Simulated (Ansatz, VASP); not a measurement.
## SiO2 (SiO2 (P3_121)): VASP beside Ansatz

Wanted: the spread between two codes on one cell, functional and k mesh. The two relaxations start from unlike cells of this crystal (the structure described is Ansatz's start), so only their ends are compared.

Main program and level: Ansatz 0.2.0; plane waves, with VASP 6.6.1 beside it; relaxation of cell and atoms at LDA.

**1. The structure**

It takes space group P3_121 (No. 152, trigonal). Conventional cell: a = 4.915 Å, b = 4.915 Å, c = 5.431 Å, α = 90.00°, β = 90.00°, γ = 120.00°. Nearest to Si lie 4 O at 1.61 to 1.62 Å. Nearest to O lie 2 Si at 1.61 to 1.62 Å. Farther neighbours and most contacts between anions are not listed.

**2. Ansatz: relaxation of cell and atoms, LDA**

Ansatz runs on its default PAW (the set named soft_2) files.

The relaxed volume is the usual yardstick between codes: in a stiff, nearly cubic crystal its relative difference is about their pressure difference at one cell divided by the bulk modulus.

Contents of input.yaml:

```yaml
crystal:
  lattice:
    - [4.9149662, 0.0, 0.0]
    - [-2.4574831, 4.2564856, 0.0]
    - [0.0, 0.0, 5.4313011]
  atoms:
    - { symbol: Si, position: [0.53108859, 0.53108859, 0.0] }
    - { symbol: Si, position: [0.0, 0.46891141, 0.66666667] }
    - { symbol: Si, position: [0.46891141, 0.0, 0.33333333] }
    - { symbol: O, position: [0.26922311, 0.41339429, 0.78489098] }
    - { symbol: O, position: [0.58660571, 0.85582882, 0.11822431] }
    - { symbol: O, position: [0.14417118, 0.73077689, 0.45155765] }
    - { symbol: O, position: [0.41339429, 0.26922311, 0.21510902] }
    - { symbol: O, position: [0.73077689, 0.14417118, 0.54844235] }
    - { symbol: O, position: [0.85582882, 0.58660571, 0.88177569] }
basis:
  ecutwfc: 420
  xc_grid: 2
hamiltonian:
  xc: lda
kpoints:
  mp_grid: { grid: [7, 7, 5] }
scf:
  occupations: { method: fixed }
  max_iter: 100
relax:
  f_tol: 0.005
  max_steps: 60
  cell: {}
output:
  forces: true
  stress: true
checkpoint:
  write: "../cell.run"
  compress: false
  write_wavefunctions: false
  write_every: 100000
```

The run is started by

```
$ ansatz run input.yaml --threads 4 --pin off --max-ram 9420MiB --backend cpu --events-out ev --progress --plain --runs-dir out
```

Numbers of over 12 decimals in the logs are rounded to 6 here.

Log:

```text
Engine: ansatz 0.2.0, aarch64-unknown-linux-gnu
Pseudopotentials: kind: paw
Pseudopotential: Si, paw, valence charge 4, recommended cutoff 420 eV (normal), Si.paw.azcp
Pseudopotential: O, paw, valence charge 6, recommended cutoff 420 eV (normal), O.paw.azcp
Functional definition: SPW92
  exchange = slater_x
  correlation = pw_c
Crystal: 9 atoms, lattice volume = 113.625 Å³
Basis set: ecut = 420 eV, 2209 PW (Γ), exchange–correlation on 72×72×80 points (8 copies of the dense FFT grid, shifted against one another)
Bands: 33, of which v1, the nominal top of the filled ones, is band 24 counted from 1 (23 counted from 0)
Symmetry: 6 space group operations
Space group: P3121 (ITA 152), of the structure as read, at distance tolerance 4.8e-5 Å
k-points: 32 of 245 (time reversal used)
Non-local potential: Si, projectors of the file, l = 0: 2, l = 1: 2, l = 2: 2
Non-local potential: O, projectors of the file, l = 0: 2, l = 1: 2, l = 2: 1
PAW form: soft (Blöchl's): semilocal exchange-correlation on the pseudo side does not see the compensation charge
PAW frozen core: Si, regenerated for the run's functional, and the local potential with it (the file was generated under x = pbe(κ = 0.804, μ = 0.219515), c = pbe(β = 0.066725))
PAW frozen core: O, regenerated for the run's functional, and the local potential with it (the file was generated under x = pbe(κ = 0.804, μ = 0.219515), c = pbe(β = 0.066725))
PAW one-centre angular grid: Si, 110 points (default); XC on 64 Gauss nodes
PAW one-centre angular grid: O, 110 points (default); XC on 64 Gauss nodes
Initial density: superposition of atomic densities (neutral atoms: chi_scale 0, normalization atom), corrected by the library's trained network
Initial wavefunctions: pseudopotential atomic-orbital guess
Functional: x = slater, c = lda
SCF iter   1: F=—  HF=-5168.205076 eV  |F-HF|=—  |Δ(HF+E_count)|=         —  Δρ=1.40e-2  dr2=2.00e-1  ethr=1.77e-3  ⟨swp⟩=5.0  Hψ=4833  notcnv=0  defer=199
preconditioner: auto → Resta (q_TF=auto, 2.363 Å⁻¹)  ε∞=3.1  [insulator: Δε(μ)=5.554 eV  Ē_g=16.517 eV  n_scr=22 (ndim 8)  ℏωp=24.1 eV  f_vac=0.113  ε∞_Penn≈3.1]
SCF iter   2: F=—  HF=-5168.148396 eV  |F-HF|=—  |Δ(HF+E_count)|=   5.67e-2  Δρ=3.70e-3  dr2=5.67e-3  ethr=4.16e-4  ⟨swp⟩=2.0  Hψ=1878  notcnv=0  defer=223
SCF iter   3: F=—  HF=-5168.146934 eV  |F-HF|=—  |Δ(HF+E_count)|=   1.46e-3  Δρ=1.71e-3  dr2=2.11e-3  ethr=1.18e-5  ⟨swp⟩=2.0  Hψ=1620  notcnv=0  defer=191
automatic band count: iteration 3 solves 32 bands in place of 33: the levels show a gap, and the empty bands left out lie too high to hold charge; the band table lists the bands solved (type scf.n_extra_bands for more)
SCF iter   4: F=—  HF=-5168.146367 eV  |F-HF|=—  |Δ(HF+E_count)|=   5.67e-4  Δρ=1.57e-4  dr2=3.48e-5  ethr=4.39e-6  ⟨swp⟩=3.0  Hψ=1617  notcnv=0  defer=191
SCF iter   5: F=—  HF=-5168.146381 eV  |F-HF|=—  |Δ(HF+E_count)|=   1.38e-5  Δρ=2.62e-5  dr2=6.63e-7  ethr=7.25e-8  ⟨swp⟩=2.3  Hψ=1755  notcnv=0  defer=121
SCF iter   6: F=-5168.146381 eV  HF=-5168.146381 eV  |F-HF|=2.92e-8  |Δ(HF+E_count)|=   4.23e-7  Δρ=5.10e-6  dr2=2.43e-8  ethr=2.08e-10  ⟨swp⟩=4.6  Hψ=3502  notcnv=0
SCF 1 converged in 6 iterations: F = -5168.146381 eV  dr2 = 2.43e-8
  greatest PAW one-centre occupation: 0.857 electrons in one spin orbital (limit 2), on the O atom at site 5 (counted from 0), in its partial waves of l = 0
relax step   1: F+E_penalty+E_count = -5168.14638131 eV  Δ(F+E_penalty+E_count) = +0.000e0 eV  max|allowed force component| = 5.491e-2 eV/Å  Δτ_max = 0.0000 Å  P = -1.999 GPa  Ω = 113.625 Å³  (6 SCF iters, dr2 threshold 1.00e-7 eV, accepted)
[...]
relax step   7: F+E_penalty+E_count = -5168.16036411 eV  Δ(F+E_penalty+E_count) = +1.360e-2 eV  max|allowed force component| = 1.780e-4 eV/Å  Δτ_max = 0.0000 Å  P = -0.209 GPa  Ω = 110.669 Å³  stress off target by 2.26e-1 GPa  SCF on the basis re-selected at this cell (its energy is not comparable with the rows above)  (5 SCF iters)
[...]
relax step   8: F+E_penalty+E_count = -5168.16342631 eV  Δ(F+E_penalty+E_count) = -3.062e-3 eV  max|allowed force component| = 7.459e-4 eV/Å  Δτ_max = 0.0086 Å  P = -0.014 GPa  Ω = 110.160 Å³  energy of the carried Pulay correction = +2.689e-3 eV  (5 SCF iters, dr2 threshold 1.28e-7 eV, accepted)
[...]
relax step   9: F+E_penalty+E_count = -5168.16062838 eV  Δ(F+E_penalty+E_count) = +2.798e-3 eV  max|allowed force component| = 7.199e-4 eV/Å  Δτ_max = 0.0000 Å  P = -0.035 GPa  Ω = 110.160 Å³  stress off target by 3.65e-2 GPa  SCF on the basis re-selected at this cell (its energy is not comparable with the rows above)  (5 SCF iters)
basis re-selected at this cell: Δ(F+E_penalty+E_count) = +2.798e-3 eV, ΔP = -0.021 GPa vs the last step (what re-selecting the basis moved, of the pressure what is left beyond the Pulay correction that the steps carried, after the strain that the cell walked since its last selection, with what the two solves' SCF thresholds leave and, on support functions, any second-order correction that the steps lacked; it is no m [...]
SCF converged after 5 iterations
Free energy (F): -5168.160628 eV
Harris-Foulkes:  -5168.160628 eV  (|F-HF|=9.09e-13)
Internal energy: -5168.160628 eV  (E = F + TS)
E sigma→0 (E₀):  -5168.160628 eV
Fermi energy:    2.446362 eV
--- Per-component energies (eV) ---
  E_band       = -206.535347
  E_kinetic    = 1202.362708
  E_local      = -2885.218453  (includes V_loc(G=0)·N_el)
  E_nonlocal   = 376.813765
  E_hartree    = 1021.790054
  E_xc         = -602.897335
  E_vxc        = -705.595787  (∫ρ·V_xc dr)
  E_paw        = -2349.122061  (= ΣΔE_a)
  E_vpaw       = -238.493632  (= ΣTr[D̂ρ^β])
  E_aug_tail   = 0.015937  (compensation charges beyond the density's cutoff)
  E_ewald      = -1932.739765
  E_core_change = 0.834521  (= ΣΔE_core)
  E_smearing   = -0.000000  (= −TS)
  E_closure    = -0.000000  (closes the sum)
  Σ components = -5168.160628   (vs F -5168.160628, Δ=0.00e0)
--- Forces (eV/Å), atoms counted from 1 ---
  atom   1  Si     0.00008914     0.00015440    -0.00000000
  atom   2  Si     0.00008914    -0.00015440     0.00000000
  atom   3  Si    -0.00017828    -0.00000000     0.00000000
  atom   4  O      0.00071990    -0.00008529    -0.00038287
  atom   5  O     -0.00028609     0.00066610    -0.00038287
  atom   6  O     -0.00043381    -0.00058081    -0.00038287
  atom   7  O     -0.00043381     0.00058081     0.00038287
  atom   8  O     -0.00028609    -0.00066610     0.00038287
  atom   9  O      0.00071990     0.00008529     0.00038287
  max |Σ_I F_I| component: 4.91e-17 eV/Å
--- Stress (GPa, compression-positive) ---
       -0.036475      -0.000000      -0.000000
       -0.000000      -0.036475       0.000000
       -0.000000       0.000000      -0.033438
  P = ⅓ Tr σ = -0.0355 GPa (-0.355 kbar)
--- Relaxed structure (7 steps of the walk, 7 accepted, 2 SCFs on fresh bases) ---
  F+E_penalty+E_count = -5168.16062838 eV   max|allowed force component| = 7.199e-4 eV/Å   (the final SCF, on the basis selected at the relaxed cell)
  cell:  # Å, volume = 110.1596 Å³
    - [4.868378, 0, -7.761819909813934e-18]
    - [-2.434189, 4.216139, 3.880909954906968e-18]
    - [-8.577227032499566e-18, 0, 5.366899]
  atoms:
    - { symbol: Si, position: [0.535011, 0.535011, 1.1832780738689725e-19] }
    - { symbol: Si, position: [-5.433660154123381e-17, 0.464989, 0.666667] }
    - { symbol: Si, position: [0.464989, 0, 0.333333] }
    - { symbol: O, position: [0.275722, 0.411247, 0.779111] }
    - { symbol: O, position: [0.588753, 0.864475, 0.112444] }
    - { symbol: O, position: [0.135525, 0.724278, 0.445777] }
    - { symbol: O, position: [0.411247, 0.275722, 0.220889] }
    - { symbol: O, position: [0.724278, 0.135525, 0.554223] }
    - { symbol: O, position: [0.864475, 0.588753, 0.887556] }
```

**3. VASP: relaxation of cell and atoms, LDA**

Its own start cell and the same functional (in two slightly different forms) and mesh now go to VASP, with its own data sets.

Lines of VASP's logs that name or quote its potential files are left out, and so is its time.

Contents of INCAR:

```
SYSTEM = SiO2
PREC = Accurate
ENCUT = 600
EDIFF = 1E-07
NELM = 120
ISMEAR = 0
SIGMA = 0.01
LREAL = .FALSE.
ALGO = Normal
GGA = CA
NBANDS = 33
LORBIT = 11
LWAVE = .FALSE.
LCHARG = .FALSE.
ISIF = 3
IBRION = 2
NSW = 80
EDIFFG = -0.005
LASPH = .TRUE.
GGA_COMPAT = .FALSE.
NELMIN = 4
EFERMI = MIDGAP
KPAR = 2
```

Contents of POSCAR:

```
SiO2
1.0
    4.8610357821      0.0000000000      0.0000000000
   -2.4305178910      4.2097810421      0.0000000000
    0.0000000000      0.0000000000      5.3602846863
Si O
3 6
Direct
    0.5364024627      0.5364024822      0.0000000000
    0.9999999805      0.4635975178      0.6666666053
    0.4635975568      0.0000000000      0.3333333947
    0.2779114151      0.4110227919      0.7775689199
    0.5889770904      0.8668885290      0.1109023146
    0.1331113769      0.7220884443      0.4442357093
    0.4110228153      0.2779113208      0.2224310801
    0.7220885615      0.1331114710      0.5557644748
    0.8668886233      0.5889772081      0.8890976854
```

Contents of KPOINTS:

```
Automatic mesh
0
Gamma
7 7 5
0 0 0
```

The projector-augmented-wave data sets are Si and O (LDA family, release 64).

The run is started by

```
$ mpirun -np 2 vasp_std
```

Log:

```text
[banner, memory and clock lines left out]
running    2 mpi-ranks, on    1 nodes
 distrk:  each k-point on    1 cores,    2 groups
 distr:  one band on    1 cores,    1 groups

 POSCAR found type information on POSCAR SiO
 POSCAR found :  2 types and       9 ions
 LDA part: xc-table for (Slater(with rela. corr.)+CA(PZ))
 , standard interpolation
 POSCAR, INCAR and KPOINTS ok, starting setup
 FFT: planning ... GRIDC
 FFT: planning ... GRID_SOFT
 FFT: planning ... GRID
 WAVECAR not read
 entering main loop
       N       E                     dE             d eps       ncg     rms          rms(c)
DAV:   1     0.288234297278E+03    0.28823E+03   -0.27442E+04  2112   0.151E+03
DAV:   2    -0.689611243235E+02   -0.35720E+03   -0.34496E+03  2724   0.324E+02
DAV:   3    -0.875215987589E+02   -0.18560E+02   -0.18490E+02  2647   0.774E+01
DAV:   4    -0.877273529009E+02   -0.20575E+00   -0.20550E+00  2671   0.914E+00
DAV:   5    -0.877304335872E+02   -0.30807E-02   -0.30796E-02  2624   0.112E+00    0.259E+01
DAV:   6    -0.781764248060E+02    0.95540E+01   -0.36416E+01  2504   0.323E+01    0.129E+01
DAV:   7    -0.780302612831E+02    0.14616E+00   -0.10353E+00  2624   0.506E+00    0.454E+00
DAV:   8    -0.779457138112E+02    0.84547E-01   -0.55262E-02  2599   0.171E+00    0.167E+00
DAV:   9    -0.779324541625E+02    0.13260E-01   -0.16831E-02  2656   0.940E-01    0.265E-01
DAV:  10    -0.779327954259E+02   -0.34126E-03   -0.18914E-03  2567   0.248E-01    0.940E-02
DAV:  11    -0.779327291601E+02    0.66266E-04   -0.51600E-04  2648   0.135E-01    0.219E-02
DAV:  12    -0.779327286350E+02    0.52506E-06   -0.12628E-05  2623   0.216E-02    0.644E-03
DAV:  13    -0.779327287259E+02   -0.90862E-07   -0.20789E-06  2648   0.811E-03    0.168E-03
DAV:  14    -0.779327287710E+02   -0.45122E-07   -0.56488E-08  1839   0.154E-03
   1 F= -.77932729E+02 E0= -.77932729E+02  d E =-.779327E+02
 curvature:   0.00 expect dE= 0.000E+00 dE for cont linesearch  0.000E+00
 trial: gam= 0.00000 g(F)=  0.826E-05 g(S)=  0.289E-04 ort = 0.000E+00 (trialstep = 0.100E+01)
 search vector abs. value=  0.371E-04
 bond charge predicted
       N       E                     dE             d eps       ncg     rms          rms(c)
DAV:   1    -0.779328327381E+02   -0.10401E-03   -0.38598E-03  2340   0.413E-01    0.831E-02
DAV:   2    -0.779327337502E+02    0.98988E-04   -0.32766E-04  2582   0.108E-01    0.179E-02
DAV:   3    -0.779327307263E+02    0.30239E-05   -0.18885E-05  2503   0.236E-02    0.927E-03
DAV:   4    -0.779327296789E+02    0.10474E-05   -0.15706E-06  2616   0.755E-03    0.436E-03
DAV:   5    -0.779327294468E+02    0.23210E-06   -0.32088E-07  2173   0.333E-03    0.915E-04
DAV:   6    -0.779327294500E+02   -0.32269E-08   -0.22018E-08  1381   0.919E-04
   2 F= -.77932729E+02 E0= -.77932729E+02  d E =-.679005E-06
 trial-energy change:   -0.000001  1 .order   -0.000001   -0.000037    0.000036
 step:   0.5077(harm=  0.5077)  dis= 0.00009  next Energy=   -77.932738 (dE=-0.943E-05)
 bond charge predicted
       N       E                     dE             d eps       ncg     rms          rms(c)
DAV:   1    -0.779327632586E+02   -0.33812E-04   -0.93890E-04  2299   0.204E-01    0.409E-02
DAV:   2    -0.779327392709E+02    0.23988E-04   -0.79541E-05  2576   0.534E-02    0.882E-03
DAV:   3    -0.779327385235E+02    0.74743E-06   -0.45645E-06  2493   0.116E-02    0.454E-03
DAV:   4    -0.779327382658E+02    0.25772E-06   -0.37901E-07  2584   0.371E-03    0.214E-03
DAV:   5    -0.779327382088E+02    0.57018E-07   -0.74185E-08  1421   0.164E-03
   3 F= -.77932738E+02 E0= -.77932738E+02  d E =-.943776E-05
 curvature:  -0.25 expect dE=-0.284E-05 dE for cont linesearch -0.416E-08
 trial: gam= 0.32246 g(F)=  0.729E-05 g(S)=  0.391E-05 ort =-0.780E-06 (trialstep = 0.902E+00)
 search vector abs. value=  0.145E-04
 reached required accuracy - stopping structural energy minimisation
```

(Continued in part 2 of 2.)

[Lines on the potential files, build, host, timing and source positions are cut from VASP's logs without a mark.]

[Logs are printed without paths, hosts, clocks, repeated set-up lines and the standing remarks that a program may print on its own settings, such as how far it seeks lower states.]

[Hosts, paths, dates, database ids (printed as entryN), source tags and the programs' standing remarks are cut or masked in the printed files.]
